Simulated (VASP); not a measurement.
Given:

```xyz
6
Lattice="4.4091 0.0000 0.0000 0.0000 4.4091 0.0000 0.0000 0.0000 2.8762" Properties=species:S:1:pos:R:3 pbc="T T T"
Ti     0.0000     0.0000     0.0000
Ti     2.2045     2.2045     1.4381
O      1.3304     1.3304     0.0000
O      3.5349     0.8742     1.4381
O      0.8742     3.5349     1.4381
O      3.0787     3.0787     0.0000
```

The numbers are results of PBEsol GGA, VASP's PBE PAW potentials (set 64) (plane waves; VASP), not measurements. Numerical set-up: 620 eV cut-off, 5×5×8 Γ-centred mesh, Gaussian smearing of 0.050 eV, potentials Ti_sv O.

Energy and stress use the plane-wave basis of the starting cell.

Task: The ions, cell shape and volume at an external pressure of 45.0 GPa are relaxed. Give the cell that the relaxation ends in.

Result: 
```xyz
6
Lattice="4.3417 0.0000 0.0000 0.0000 4.3417 0.0000 0.0000 0.0000 2.8510" Properties=species:S:1:pos:R:3 pbc="T T T"
Ti     4.3417     4.3417     2.8510
Ti     2.1709     2.1709     1.4255
O      1.3087     1.3087     2.8510
O      3.4796     0.8622     1.4255
O      0.8622     3.4796     1.4255
O      3.0330     3.0330     0.0000
```
Space group P4_2/mnm (136), at a tolerance of 0.03 Å.

Task: How do energy and volume change from the first to the last step?

Result: The energy (σ→0) changes by +84.0 meV/atom and the volume by -3.9 %, in 10 ionic steps.

The compound is TiO2 in the rutile structure. This run relaxes it under an external pressure of 45 GPa. Symmetry was kept, so distortions that lower it aren't found.
